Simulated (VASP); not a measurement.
Energy against volume of KF (rock salt). Method: SCAN meta-GGA, VASP's PBE PAW potentials (set 64) (plane waves; VASP 6.6.1). Settings: 520 eV cut-off, 9×9×9 Γ-centred mesh, Gaussian smearing of 0.050 eV, potentials K_sv F.

```tsv
V (Å³/atom)	E (eV/atom)
17.471	-8.83679
18.028	-8.84405
18.586	-8.84663
19.143	-8.84528
```

Fit these four points and predict the energy of the run at 19.701 Å³/atom.

A cubic in V^(−2/3), the third-order Birch-Murnaghan form, passes through the four points with V0 = 18.66 Å³/atom and B0 = 37 GPa, and gives -8.8406 eV/atom there. The run gave -8.8406 eV/atom, +0.0 meV/atom from the fit; all five points give B0 = 37 GPa.

The compound is KF in the rock salt structure. It was relaxed first.
